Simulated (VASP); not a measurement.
These are LDA (Ceperley-Alder, Perdew-Zunger), VASP's LDA PAW potentials (set 64) (plane waves; VASP) values and carry that method's errors.

Input for VASP

### POSCAR
```
CsPbCl3
1
    4.6758291001    -0.0000000000     0.0000000000
   -0.0000000000     4.6758291001     0.0000000000
   -0.0000000000    -0.0000000000     4.6758291001
Cs Pb Cl
1 1 3
Direct
  0.0000000000   0.0000000000   0.0000000000
  0.5000000000   0.5000000000   0.5000000000
  0.5000000000   0.0000000000   0.5000000000
  0.0000000000   0.5000000000   0.5000000000
  0.5000000000   0.5000000000   0.0000000000
```

### INCAR
```
# general
SYSTEM  = CsPbCl3
PREC    = Accurate
ENCUT   = 500   # plane-wave cut-off (eV)
LREAL   = .False.   # projection in real space or not
LASPH   = .True.

# electronic loop
EDIFF   = 1E-6
NELM    = 100
ALGO    = Normal   # blocked Davidson
LMAXMIX = 4   # l cut-off of mixed one-centre charges

# smearing
ISMEAR  = 0   # Gaussian
SIGMA   = 0.05

# ions
IBRION  = 2   # conjugate gradients
NSW     = 40
ISIF    = 3
EDIFFG  = -0.02
PSTRESS = 450

# output
LWAVE   = .False.
LCHARG  = .False.
```

File KPOINTS:
```
Automatic mesh
0
Gamma
5 5 5
0 0 0
```

POTCAR, in this order: Cs_sv Pb_d Cl (LDA.64 set). Program: vasp_std.

The resulting files:

File OSZICAR:
```
       N       E                     dE             d eps       ncg     rms          rms(c)
DAV:   1     0.479002202579E+03    0.47900E+03   -0.21181E+04   520   0.171E+03
DAV:   2     0.509743347194E+02   -0.42803E+03   -0.41569E+03   580   0.415E+02
DAV:   3    -0.111698393850E+02   -0.62144E+02   -0.60229E+02   642   0.153E+02
DAV:   4    -0.139366732580E+02   -0.27668E+01   -0.27551E+01   670   0.333E+01
DAV:   5    -0.140329463532E+02   -0.96273E-01   -0.96053E-01   752   0.635E+00    0.215E+01
DAV:   6    -0.135773107234E+02    0.45564E+00   -0.92093E-01   732   0.830E+00    0.129E+01
DAV:   7    -0.135285328983E+02    0.48778E-01   -0.73045E-01   784   0.528E+00    0.151E+00
DAV:   8    -0.135130069428E+02    0.15526E-01   -0.16465E-01   730   0.362E+00    0.492E-01
DAV:   9    -0.135125872906E+02    0.41965E-03   -0.10035E-02   824   0.102E+00    0.379E-02
DAV:  10    -0.135126236325E+02   -0.36342E-04   -0.39236E-04   788   0.143E-01    0.239E-02
DAV:  11    -0.135126226182E+02    0.10143E-05   -0.35970E-05   752   0.519E-02    0.990E-03
DAV:  12    -0.135126226873E+02   -0.69145E-07   -0.24668E-06   520   0.127E-02
   1 F= 0.15200328E+02 E0= 0.15200328E+02  d E =0.152003E+02
```

### OUTCAR
```
------------------------ aborting loop because EDIFF is reached ----------------------------------------
  FORCE on cell =-STRESS in cart. coord.  units (eV):
  Direction    XX          YY          ZZ          XY          YZ          ZX
  --------------------------------------------------------------------------------------
  Total       28.7695836     28.7695836     28.7695836      0.0000000     -0.0000000     -0.0000000
  in kB      450.8875769    450.8875769    450.8875769      0.0000000     -0.0000000     -0.0000000
  external PRESSURE =       0.8875769 kB  Pullay stress =     450.0000000 kB
  volume of cell :      102.23
      direct lattice vectors                 reciprocal lattice vectors
     4.675829100  0.000000000  0.000000000     0.213865815  0.000000000  0.000000000
     0.000000000  4.675829100  0.000000000     0.000000000  0.213865815  0.000000000
     0.000000000  0.000000000  4.675829100     0.000000000  0.000000000  0.213865815
 POSITION                                       TOTAL-FORCE (eV/Angst)
 -----------------------------------------------------------------------------------
      0.00000      0.00000      0.00000         0.000000      0.000000      0.000000
      2.33791      2.33791      2.33791         0.000000      0.000000      0.000000
      2.33791      0.00000      2.33791         0.000000      0.000000      0.000000
      0.00000      2.33791      2.33791         0.000000      0.000000      0.000000
      2.33791      2.33791      0.00000         0.000000      0.000000      0.000000
 -----------------------------------------------------------------------------------
    total drift:                                0.000000      0.000000      0.000000
  FREE ENERGIE OF THE ION-ELECTRON SYSTEM (eV)
  ---------------------------------------------------
  free  energy   TOTEN  =       -13.5126226873 eV

  energy  without entropy=      -13.5126226873  energy(sigma->0) =      -13.51262269
  enthalpy is  TOTEN    =        15.2003276504 eV   P V=       28.7129503378

 reached required accuracy - stopping structural energy minimisation
```
(Selected blocks of OUTCAR.)

The compound is CsPbCl3 in the cubic perovskite structure, the ideal cubic form; the compound distorts at low or room temperature. It was relaxed first under an external pressure of 45 GPa.
